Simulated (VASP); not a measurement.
OSZICAR of a VASP run on Nb (bcc):

OSZICAR:
```
       N       E                     dE             d eps       ncg     rms          rms(c)
DAV:   1     0.115785795694E+03    0.11579E+03   -0.75913E+03  3924   0.131E+03
DAV:   2    -0.537443348966E+01   -0.12116E+03   -0.11852E+03  4160   0.451E+02
DAV:   3    -0.102730908625E+02   -0.48987E+01   -0.46969E+01  5756   0.758E+01
DAV:   4    -0.105779691638E+02   -0.30488E+00   -0.30171E+00  5496   0.169E+01
DAV:   5    -0.105903319192E+02   -0.12363E-01   -0.12320E-01  6024   0.265E+00    0.748E+00
DAV:   6    -0.102353536394E+02    0.35498E+00   -0.71012E-01  6036   0.115E+01    0.267E+00
DAV:   7    -0.101957741160E+02    0.39580E-01   -0.22432E-01  6108   0.641E+00    0.949E-01
DAV:   8    -0.102015732844E+02   -0.57992E-02   -0.13073E-02  4542   0.178E+00    0.459E-02
DAV:   9    -0.102016231508E+02   -0.49866E-04   -0.11652E-03  6714   0.347E-01    0.498E-02
DAV:  10    -0.102016441126E+02   -0.20962E-04   -0.32195E-05  4918   0.881E-02    0.199E-02
DAV:  11    -0.102016357074E+02    0.84052E-05   -0.76219E-06  4332   0.572E-02    0.362E-03
DAV:  12    -0.102016354715E+02    0.23593E-06   -0.31665E-07  5124   0.756E-03    0.147E-03
DAV:  13    -0.102016352472E+02    0.22433E-06   -0.24650E-08  2326   0.240E-03    0.341E-04
DAV:  14    -0.102016352401E+02    0.70777E-08   -0.75754E-09  2262   0.174E-03
   1 F= -.10777080E+02 E0= -.10777080E+02  d E =0.000000E+00
```

Question: Which electronic solver shows in the log?

Answer: It is blocked Davidson (ALGO = Normal, or the opening steps of other solvers). The INCAR had ALGO = Normal.

Question: Can the final energy be trusted as converged?

Answer: The run converged. It stopped with EDIFF = 1E-7, NELM = 100 (PBE GGA with D3 dispersion (zero damping), plane waves, VASP's PBE PAW potentials (set 64)).

The compound is Nb in the bcc structure. It was relaxed first.
